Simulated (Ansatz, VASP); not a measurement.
# Li2Ti (Li2Ti in the C11b ordering) in two plane-wave programs

One calculation is typed for both programs; each brings its own data sets. How far apart do they land? The cell is generated by rule, not measured, and may not be a known phase. The cell is taken from a series of runs on this material, whose earlier steps may have relaxed, scaled, displaced or heated it; both programs get it as it stands.

Calculated with Ansatz 0.2.0; plane waves, with VASP 6.6.1 beside it; relaxation of cell and atoms at PBE.

The structure was built from a prototype and need not be the compound's stable phase.

**1. The starting structure**

Symmetry: I4/mmm, No. 139, tetragonal system. The conventional cell has a = 2.634 Å, b = 2.634 Å, c = 15.185 Å, α = 90.00°, β = 90.00°, γ = 90.00°. Ti has 4 Ti at 2.63 Å nearest. Nearest to Li lie 4 Li at 2.63 Å. Farther neighbours are not listed.

**2. Ansatz: relaxation of cell and atoms, PBE**

Ansatz runs on its default PAW (the set named soft_2) files.

The relaxed volume is the usual yardstick between codes: in a stiff, nearly cubic crystal its relative difference is about their pressure difference at one cell divided by the bulk modulus.

input.yaml reads:

```yaml
crystal:
  lattice:
    - [2.6344819718, 0.0, 0.0]
    - [0.0, 2.6344819718, 0.0]
    - [1.3172409859, 1.3172409859, 7.5925072261]
  atoms:
    - { symbol: Ti, position: [0.0, 0.0, 0.0] }
    - { symbol: Li, position: [0.665204042, 0.665204042, 0.669591916] }
    - { symbol: Li, position: [0.334795958, 0.334795958, 0.330408084] }
kpoints:
  mp_grid: { grid: [12, 12, 12] }
hamiltonian:
  xc: pbe
scf:
  occupations: { method: methfessel_paxton, width: 0.2 }
output:
  forces: true
  stress: true
  eigenvalues: true
relax:
  adjacent_minimum: "off"
  f_tol: 0.001
  max_steps: 60
  cell: { stress_tol: 0.01 }
```

Run with:

```bash
$ ansatz run input.yaml --threads 4 --pin off --max-ram 8192MiB --backend cpu --events-out ev --progress --plain --runs-dir out
```

Numbers of over 12 decimals in the logs are rounded to 6 here.

The program printed:

```text
Engine: ansatz 0.2.0, x86_64-unknown-linux-gnu
Pseudopotentials: kind: paw
Pseudopotential: Ti, paw, valence charge 12, recommended cutoff 420 eV (normal), Ti.paw.azcp
Pseudopotential: Li, paw, valence charge 3, recommended cutoff 420 eV (normal), Li.paw.azcp
Functional definition: PBE
  parameter kappa = 0.804
  parameter beta = 0.066725
  exchange = pbe_x(kappa = kappa, mu = beta*pi^2/3)
  correlation = pbe_c(beta = beta)
Crystal: 3 atoms, lattice volume = 52.696 Å³
Basis set: ecut = 420 eV, 1021 PW (Γ), exchange–correlation on 36×36×108 points (8 copies of the dense FFT grid, shifted against one another)
Bands: 13, of which v1, the nominal top of the filled ones, is band 9 counted from 1 (8 counted from 0)
Symmetry: 16 space group operations
Space group: I4/mmm (ITA 139), of the structure as read, at distance tolerance 3.7e-5 Å
k-points: 163 of 1728
Non-local potential: Ti, projectors of the file, l = 0: 3, l = 1: 2, l = 2: 3, l = 3: 1
Non-local potential: Li, projectors of the file, l = 0: 3, l = 1: 2, l = 2: 1
PAW form: soft (Blöchl's): semilocal exchange-correlation on the pseudo side does not see the compensation charge
PAW one-centre angular grid: Ti, 590 points (default); XC on 64 Gauss nodes
PAW one-centre angular grid: Li, 110 points (default); XC on 64 Gauss nodes
Initial density: superposition of atomic densities (neutral atoms: chi_scale 0, normalization atom), corrected by the library's trained network
Initial wavefunctions: pseudopotential atomic-orbital guess
Functional: x = pbe(κ = 0.804, μ = 0.219515), c = pbe(β = 0.066725)
SCF iter   1: F=—  HF=-2908.230968 eV  |F-HF|=—  |Δ(HF+E_count)|=         —  Δρ=2.79e-3  dr2=4.46e-3  ethr=1.77e-3  ⟨swp⟩=4.0  Hψ=9463  notcnv=0
preconditioner: auto → none  [metal: Δε(μ)=0.015 eV  Ē_g=3.038 eV  σ=0.200 eV  W_gap=0.06  n_scr=4 (ndim 8)  ℏωp=12.5 eV  f_vac=0.000  D(μ)=3.03/eV (n_scr^D=30)  sad-step TF]
SCF iter   2: F=—  HF=-2908.230397 eV  |F-HF|=—  |Δ(HF+E_count)|=   5.71e-4  S|Δr|=    0.00e0  Δρ=1.50e-3  dr2=2.83e-3  ethr=2.48e-5  ⟨swp⟩=1.1  Hψ=3438  notcnv=0
SCF iter   3: F=—  HF=-2908.230610 eV  |F-HF|=—  |Δ(HF+E_count)|=   2.13e-4  S|Δr|=    0.00e0  Δρ=1.08e-3  dr2=5.76e-3  ethr=1.57e-5  ⟨swp⟩=2.0  Hψ=2645  notcnv=0
SCF iter   4: F=—  HF=-2908.230012 eV  |F-HF|=—  |Δ(HF+E_count)|=   5.98e-4  S|Δr|=    0.00e0  Δρ=2.88e-4  dr2=2.48e-4  ethr=1.57e-5  ⟨swp⟩=1.9  Hψ=2519  notcnv=0
SCF iter   5: F=—  HF=-2908.229993 eV  |F-HF|=—  |Δ(HF+E_count)|=   1.94e-5  S|Δr|=    0.00e0  Δρ=9.31e-5  dr2=6.70e-6  ethr=1.38e-6  ⟨swp⟩=1.0  Hψ=2121  notcnv=0
SCF iter   6: F=—  HF=-2908.229942 eV  |F-HF|=—  |Δ(HF+E_count)|=   5.14e-5  S|Δr|=    0.00e0  Δρ=1.63e-5  dr2=7.15e-8  ethr=5.56e-10  ⟨swp⟩=3.0  Hψ=7900  notcnv=0
SCF iter   7: F=-2908.229942 eV  HF=-2908.229942 eV  |F-HF|=3.67e-10  |Δ(HF+E_count)|=   2.83e-8  S|Δr|=    0.00e0  Δρ=2.68e-6  dr2=1.88e-9  ethr=3.97e-10  ⟨swp⟩=2.1  Hψ=6806  notcnv=0
SCF 1 converged in 7 iterations: F = -2908.229942 eV  dr2 = 1.88e-9
  greatest PAW one-centre occupation: 1.000 electrons in one spin orbital (limit 2), on the Li atom at site 2 (counted from 0), in its partial waves of l = 0
relax step   1: F+E_penalty+E_count = -2908.22994157 eV  Δ(F+E_penalty+E_count) = +0.000e0 eV  max|allowed force component| = 5.914e-4 eV/Å  Δτ_max = 0.0000 Å  P = -0.039 GPa  Ω = 52.696 Å³  (7 SCF iters, dr2 threshold 1.00e-7 eV, accepted)
[...]
relax step   2: F+E_penalty+E_count = -2908.22994911 eV  Δ(F+E_penalty+E_count) = -7.541e-6 eV  max|allowed force component| = 2.367e-3 eV/Å  Δτ_max = 0.0015 Å  P = -0.004 GPa  Ω = 52.633 Å³  energy of the carried Pulay correction = +2.196e-6 eV  (5 SCF iters, dr2 threshold 5.32e-9 eV, accepted)
[...]
relax step   3: F+E_penalty+E_count = -2908.22994890 eV  Δ(F+E_penalty+E_count) = +2.084e-7 eV  max|allowed force component| = 2.407e-3 eV/Å  Δτ_max = 0.0015 Å  P = +0.017 GPa  Ω = 52.618 Å³  energy of the carried Pulay correction = +2.735e-6 eV  (6 SCF iters, dr2 threshold 3.50e-10 eV, rejected (line search))
[...]
relax step   4: F+E_penalty+E_count = -2908.22995122 eV  Δ(F+E_penalty+E_count) = -2.104e-6 eV  max|allowed force component| = 3.704e-4 eV/Å  Δτ_max = 0.0007 Å  P = -0.000 GPa  Ω = 52.635 Å³  energy of the carried Pulay correction = +2.138e-6 eV  (7 SCF iters, accepted)
[...]
relax step   5: F+E_penalty+E_count = -2908.22994894 eV  Δ(F+E_penalty+E_count) = +2.280e-6 eV  max|allowed force component| = 3.703e-4 eV/Å  Δτ_max = 0.0000 Å  P = +0.000 GPa  Ω = 52.635 Å³  stress off target by 4.47e-3 GPa  SCF on the basis re-selected at this cell (its energy is not comparable with the rows above)  (8 SCF iters)
basis re-selected at this cell: Δ(F+E_penalty+E_count) = +2.280e-6 eV, ΔP = +0.000 GPa vs the last step (what re-selecting the basis moved, of the pressure what is left beyond the Pulay correction that the steps carried, after the strain that the cell walked since its last selection, with what the two solves' SCF thresholds leave and, on support functions, any second-order correction that the steps lacked; it is no m [...]
SCF converged after 8 iterations
Stability not checked: this state was not tested for a lower state beside it, because cold or Methfessel-Paxton smearing, or corrected tetrahedra, fill the levels in a way that the test cannot read (fill_not_monotonic; see scf.lower_state_search)
Free energy (F): -2908.229949 eV
Harris-Foulkes:  -2908.229949 eV  (|F-HF|=4.55e-13)
Internal energy: -2908.230263 eV  (E = F + TS)
E sigma→0 (E₀):  -2908.230027 eV
Entropy (-TS):   0.000314 eV (0.105 meV/atom)
Fermi energy:    5.246959 eV
--- Per-component energies (eV) ---
  E_band       = -407.397090
  E_kinetic    = 316.067354
  E_local      = -1927.285273  (includes V_loc(G=0)·N_el)
  E_nonlocal   = -56.387318
  E_hartree    = 802.720298
  E_xc         = -117.473334
  E_vxc        = -147.670234  (∫ρ·V_xc dr)
  E_paw        = -1090.526384  (= ΣΔE_a)
  E_vpaw       = -197.562349  (= ΣTr[D̂ρ^β])
  E_aug_tail   = 0.000152  (compensation charges beyond the density's cutoff)
  E_ewald      = -835.345757
  E_smearing   = 0.000314  (= −TS)
  E_closure    = 0.000000  (closes the sum)
  Σ components = -2908.229949   (vs F -2908.229949, Δ=0.00e0)
--- Forces (eV/Å), atoms counted from 1 ---
  atom   1  Ti    -0.00000000    -0.00000000     0.00000000
  atom   2  Li    -0.00000000     0.00000000     0.00037034
  atom   3  Li    -0.00000000     0.00000000    -0.00037034
  max |Σ_I F_I| component: 2.71e-19 eV/Å
--- Stress (GPa, compression-positive) ---
       -0.002133       0.000000       0.000000
        0.000000      -0.002133       0.000000
        0.000000       0.000000       0.004470
  P = ⅓ Tr σ = 0.0001 GPa (0.001 kbar)
--- Band table (eV; the first three rows and the last of 163) ---
  k-point 0: bands = [... 5 lower, -27.1832, 0.5192, 2.7105, 3.3925, 4.2373, 4.9638, 8.0822, 8.0822]
  k-point 1: bands = [... 5 lower, -27.1832, 0.5255, 2.6374, 3.4771, 4.2373, 4.9599, 8.0822, 8.0822]
  k-point 2: bands = [... 5 lower, -27.1832, 0.5431, 2.4858, 3.6620, 4.2373, 4.9476, 8.0823, 8.0823]
  k-point 162: bands = [... 5 lower, -27.5130, 3.1065, 5.3767, 5.3767, 7.3582, 9.1868, 9.1868, 10.2350]
--- Relaxed structure (4 steps of the walk, 3 accepted, 1 SCFs on fresh bases) ---
  F+E_penalty+E_count = -2908.22994894 eV   max|allowed force component| = 3.703e-4 eV/Å   (the final SCF, on the basis selected at the relaxed cell)
  cell:  # Å, volume = 52.6350 Å³
    - [2.633502, 0, 0.0]
    - [0, 2.633502, 0.0]
    - [1.316751, 1.316751, 7.589395]
  atoms:
    - { symbol: Ti, position: [0, 0, 0] }
    - { symbol: Li, position: [0.665256, 0.665256, 0.669489] }
    - { symbol: Li, position: [0.334744, 0.334744, 0.330511] }
```

In the SCF lines HF is the Harris–Foulkes energy and dr2 the Hartree energy of the density residual, in eV; the loop may stop once dr2 is under the threshold and the program's other checks hold. Hψ counts applications of the Hamiltonian.

**3. VASP: relaxation of cell and atoms, PBE**

The same cell, functional, mesh and smearing now go to VASP, with its own data sets.

Lines of VASP's logs that name or quote its potential files are left out, and so is its time.

INCAR reads:

```
SYSTEM = Li2Ti
PREC = Accurate
ENCUT = 750
EDIFF = 1E-07
NELM = 120
ISMEAR = 1
SIGMA = 0.2
LREAL = .FALSE.
ALGO = Normal
GGA = PE
NBANDS = 15
LASPH = .TRUE.
LORBIT = 11
LWAVE = .FALSE.
LCHARG = .FALSE.
ISIF = 3
IBRION = 2
NSW = 80
EDIFFG = -0.005
GGA_COMPAT = .FALSE.
NELMIN = 4
KPAR = 2
```

POSCAR reads:

```
Li2Ti
1.0
    2.6344820000      0.0000000000      0.0000000000
    0.0000000000      2.6344820000      0.0000000000
    1.3172410000      1.3172410000      7.5925070000
Ti Li
1 2
Direct
    0.0000000000      0.0000000000      0.0000000000
    0.6652040624      0.6652040624      0.6695918753
    0.3347959376      0.3347959376      0.3304081247
```

KPOINTS reads:

```
Automatic mesh
0
Gamma
12 12 12
0 0 0
```

Potentials, in the order of the species: Ti_sv and Li_sv (PBE family, release 64).

Run with:

```bash
$ mpirun -np 2 vasp_std
```

The program printed:

```text
[banner, memory and clock lines left out]
running    2 mpi-ranks, on    1 nodes
 distrk:  each k-point on    1 cores,    2 groups
 distr:  one band on    1 cores,    1 groups

 POSCAR found type information on POSCAR TiLi
 POSCAR found :  2 types and       3 ions
 LDA part: xc-table for (Slater+PW92), standard interpolation
 POSCAR, INCAR and KPOINTS ok, starting setup
 FFT: planning ... GRIDC
 FFT: planning ... GRID_SOFT
 FFT: planning ... GRID
 WAVECAR not read
 entering main loop
       N       E                     dE             d eps       ncg     rms          rms(c)
DAV:   1     0.150399115907E+03    0.15040E+03   -0.10765E+04  4890   0.163E+03
DAV:   2     0.445273530018E+01   -0.14595E+03   -0.14274E+03  5100   0.398E+02
DAV:   3    -0.116388329370E+02   -0.16092E+02   -0.15834E+02  9072   0.908E+01
DAV:   4    -0.123293035046E+02   -0.69047E+00   -0.68771E+00  6077   0.232E+01
DAV:   5    -0.123897803934E+02   -0.60477E-01   -0.60458E-01  7808   0.444E+00    0.835E+00
DAV:   6    -0.131117873056E+02   -0.72201E+00   -0.31623E+01  6453   0.302E+01    0.871E+00
DAV:   7    -0.108587100253E+02    0.22531E+01   -0.10452E+01  6273   0.155E+01    0.230E+00
DAV:   8    -0.108372959456E+02    0.21414E-01   -0.44997E-01  6357   0.494E+00    0.702E-01
DAV:   9    -0.108376166552E+02   -0.32071E-03   -0.48860E-02  6424   0.173E+00    0.538E-01
DAV:  10    -0.108395033300E+02   -0.18867E-02   -0.73239E-03  6306   0.723E-01    0.666E-02
DAV:  11    -0.108394798874E+02    0.23443E-04   -0.90176E-04  7171   0.154E-01    0.425E-02
DAV:  12    -0.108395005931E+02   -0.20706E-04   -0.61431E-05  5556   0.559E-02    0.156E-02
DAV:  13    -0.108394949202E+02    0.56730E-05   -0.17608E-05  6594   0.312E-02    0.402E-03
DAV:  14    -0.108394948884E+02    0.31745E-07   -0.70331E-07  5887   0.700E-03
   1 F= -.10839495E+02 E0= -.10839572E+02  d E =-.108395E+02
 curvature:   0.00 expect dE= 0.000E+00 dE for cont linesearch  0.000E+00
 trial: gam= 0.00000 g(F)=  0.605E-06 g(S)=  0.215E-03 ort = 0.000E+00 (trialstep = 0.100E+01)
 search vector abs. value=  0.215E-03
 bond charge predicted
       N       E                     dE             d eps       ncg     rms          rms(c)
DAV:   1    -0.108429743303E+02   -0.34794E-02   -0.50845E-02  5765   0.247E+00    0.499E-01
DAV:   2    -0.108451295520E+02   -0.21552E-02   -0.71470E-02  6932   0.171E+00    0.413E-01
DAV:   3    -0.108396171724E+02    0.55124E-02   -0.28599E-02  6166   0.811E-01    0.813E-02
DAV:   4    -0.108395787117E+02    0.38461E-04   -0.57921E-04  6732   0.177E-01    0.271E-02
DAV:   5    -0.108396183982E+02   -0.39687E-04   -0.10721E-04  7597   0.524E-02    0.219E-02
DAV:   6    -0.108396304024E+02   -0.12004E-04   -0.17607E-05  7513   0.213E-02    0.143E-02
DAV:   7    -0.108396373860E+02   -0.69836E-05   -0.23091E-05  6743   0.299E-02    0.768E-03
DAV:   8    -0.108396375211E+02   -0.13510E-06   -0.41932E-06  5132   0.145E-02    0.195E-03
DAV:   9    -0.108396377067E+02   -0.18563E-06   -0.37018E-07  4800   0.469E-03    0.138E-03
DAV:  10    -0.108396376906E+02    0.16146E-07   -0.34976E-08  2757   0.147E-03
   2 F= -.10839638E+02 E0= -.10839693E+02  d E =-.142802E-03
 trial-energy change:   -0.000143  1 .order   -0.000145   -0.000215   -0.000075
 step:   1.6358(harm=  1.5318)  dis= 0.00020  next Energy=   -10.839661 (dE=-0.166E-03)
 bond charge predicted
       N       E                     dE             d eps       ncg     rms          rms(c)
DAV:   1    -0.108410074254E+02   -0.13697E-02   -0.20555E-02  5758   0.157E+00    0.318E-01
DAV:   2    -0.108418500499E+02   -0.84262E-03   -0.28691E-02  6932   0.109E+00    0.261E-01
DAV:   3    -0.108396490057E+02    0.22010E-02   -0.11089E-02  6173   0.514E-01    0.520E-02
DAV:   4    -0.108396327136E+02    0.16292E-04   -0.23244E-04  6674   0.113E-01    0.174E-02
DAV:   5    -0.108396491992E+02   -0.16486E-04   -0.43823E-05  7593   0.331E-02    0.138E-02
DAV:   6    -0.108396540738E+02   -0.48747E-05   -0.64910E-06  7522   0.131E-02    0.930E-03
DAV:   7    -0.108396573232E+02   -0.32494E-05   -0.93590E-06  6699   0.192E-02    0.492E-03
DAV:   8    -0.108396573032E+02    0.20036E-07   -0.17363E-06  5300   0.916E-03    0.113E-03
DAV:   9    -0.108396574058E+02   -0.10268E-06   -0.14111E-07  3572   0.288E-03    0.962E-04
DAV:  10    -0.108396573965E+02    0.93232E-08   -0.13409E-08  2453   0.103E-03
   3 F= -.10839657E+02 E0= -.10839699E+02  d E =-.162508E-03
 curvature:  -0.74 expect dE=-0.191E-05 dE for cont linesearch -0.470E-06
 trial: gam= 0.00000 g(F)=  0.113E-05 g(S)=  0.146E-05 ort =-0.117E-04 (trialstep = 0.113E+01)
 search vector abs. value=  0.259E-05
 reached required accuracy - stopping structural energy minimisation
```

Parts of OUTCAR (step 3):

```text
ion  position               nearest neighbor table
   1  0.000  0.000  0.000-
   2  0.665  0.665  0.670-
   3  0.335  0.335  0.330-

  LATTYP: Found a body centered tetragonal cell.
 ALAT       =     2.6344820000
 C/A-ratio  =     5.7639467645

 Subroutine GETGRP returns: Found 16 space group operations
 (whereof 16 operations were pure point group operations)

The static configuration has the point symmetry D_4h.

 Found    163 irreducible k-points:

   k-points           NKPTS =    163   k-points in BZ     NKDIM =    163   number of bands    NBANDS=     15

   dimension x,y,z NGX =    24 NGY =   24 NGZ =   70
   dimension x,y,z NGXF=    48 NGYF=   48 NGZF=  140

   ENCUT  =  750.0 eV  55.12 Ry    7.42 a.u.   5.88  5.88 17.46*2*pi/ulx,y,z

   NELECT =      18.0000    total number of electrons

 k-points in reciprocal lattice and weights: Automatic mesh
   0.00000000  0.00000000  0.00000000       0.001
   0.08333333  0.00000000  0.00000000       0.005
   0.16666667  0.00000000  0.00000000       0.005
   0.25000000  0.00000000  0.00000000       0.005
   0.33333333  0.00000000  0.00000000       0.005
   0.41666667  0.00000000  0.00000000       0.005
   0.50000000  0.00000000  0.00000000       0.002
   0.08333333  0.08333333  0.00000000       0.005
   0.16666667  0.08333333  0.00000000       0.009
[...]
-0.08333333 -0.08333333  0.41666667       0.002
   0.00000000  0.00000000  0.50000000       0.001

 average (electrostatic) potential at core
       1 -77.2869       2 -61.7498       3 -61.7498

 E-fermi :   3.2982

 k-point     1 :       0.0000    0.0000    0.0000
  band No.  band energies     occupation
    ...
      7      -1.4507      2.00000
      8       0.7582      2.00000
      9       1.4451      2.00000
     10       2.2875      2.00000
     11       3.0120      2.06118
     12       6.1394     -0.00000
     13       6.1394     -0.00000
     14       7.2168     -0.00000
     15       8.9122      0.00000

 k-point     2 :       0.0833    0.0000    0.0000
  band No.  band energies     occupation
    ...
      7      -1.2850      2.00000
      8       0.8652      2.00000
      9       1.5201      2.00000
     10       2.4003      2.00000
     11       3.1199      2.01976
     12       5.9301     -0.00000
     13       6.1602     -0.00000
     14       7.0789     -0.00000
     15       9.0734      0.00000

 k-point     3 :       0.1667    0.0000    0.0000
  band No.  band energies     occupation
    ...
      6     -29.1250      2.00000
      7      -0.8151      2.00000
      8       1.1504      2.00000
      9       1.7474      2.00000
     10       2.7016      2.00021
     11       3.4485      0.04695
     12       5.4792     -0.00000
     13       6.2174     -0.00000
     14       6.7214     -0.00000
     15       9.3683      0.00000

  Total        0.0063648      0.0063648     -0.0031009      0.0000000      0.0000000     -0.0000000
  in kB        0.1945397      0.1945397     -0.0947771      0.0000000      0.0000000     -0.0000000
  external PRESSURE =       0.0981008 kB  Pullay stress =       0.0000000 kB

  energy-cutoff  :      750.00
  volume of cell :       52.42
      direct lattice vectors                 reciprocal lattice vectors
     2.629730879  0.000000000 -0.000000000     0.380267049  0.000000000 -0.065963613
     0.000000000  2.629730879  0.000000000    -0.000000000  0.380267049 -0.065963613
     1.314865440  1.314865440  7.579936520     0.000000000  0.000000000  0.131927226

 POSITION                                       TOTAL-FORCE (eV/Angst)
 -----------------------------------------------------------------------------------
      0.00000      0.00000      0.00000         0.000000      0.000000      0.000000
      2.62973      2.62973      5.07566        -0.000000     -0.000000     -0.003426
      1.31487      1.31487      2.50428         0.000000      0.000000      0.003426
 -----------------------------------------------------------------------------------
    total drift:                               -0.000000      0.000000     -0.000000

  FREE ENERGIE OF THE ION-ELECTRON SYSTEM (eV)
  ---------------------------------------------------
  free  energy   TOTEN  =       -10.8396573965 eV

  energy  without entropy=      -10.8397809750  energy(sigma->0) =      -10.83969859

 reached required accuracy - stopping structural energy minimisation

 total charge
# of ion       s       p       d       tot
------------------------------------------
    1        2.239   6.057   1.981  10.278
    2        2.040   0.057   0.000   2.097
    3        2.040   0.057   0.000   2.097
--------------------------------------------------
tot          6.320   6.171   1.981  14.472

[... 3 further parts left out ...]
```

CONTCAR:

```
Li2Ti
   1.00000000000000
     2.6297308791276328    0.0000000000000000   -0.0000000000000000
     0.0000000000000000    2.6297308791276328    0.0000000000000000
     1.3148654395638164    1.3148654395638164    7.5799365199212945
  Ti              Li
     1     2
Direct
     0.0000000000000000    0.0000000000000000    0.0000000000000000
     0.6651910410708330    0.6651910410708330    0.6696179179583358
     0.3348089589291670    0.3348089589291670    0.3303820820416642
```

**4. Comparison**

Known differences besides the potentials themselves: the cutoff is 420 eV in Ansatz and 750 eV in VASP; Ansatz adds a Pulay correction to the stress that steers its cell, VASP none. Total energies have different zeros and are not compared.

Compared:

```
                                         quantity  Ansatz   VASP  difference
                                      volume (Å³)   52.63  52.42     +0.41 %
edge a after relaxation, in the typed setting (Å)   2.634  2.630     +0.14 %
edge c after relaxation, in the typed setting (Å)   7.814  7.805     +0.13 %
```

**5. What came out**

| Quantity | Value |
| --- | --- |
| difference in volume (relaxation of cell and atoms, PBE) | 0.41 % |

In words: The difference in volume is 0.41 % (relaxation of cell and atoms, PBE), within the 1.2 % picked in this series as the mark of a large difference, as far as the stopping tolerances let one tell. How closely two codes agree says nothing of how well the functional describes the real material.

[Lines on the potential files, build, host, timing and source positions are cut from VASP's logs without a mark.]

[Logs are printed without paths, hosts, clocks, repeated set-up lines and the standing remarks that a program may print on its own settings, such as how far it seeks lower states.]

[Hosts, paths, dates, database ids (printed as entryN), source tags and the programs' standing remarks are cut or masked in the printed files.]
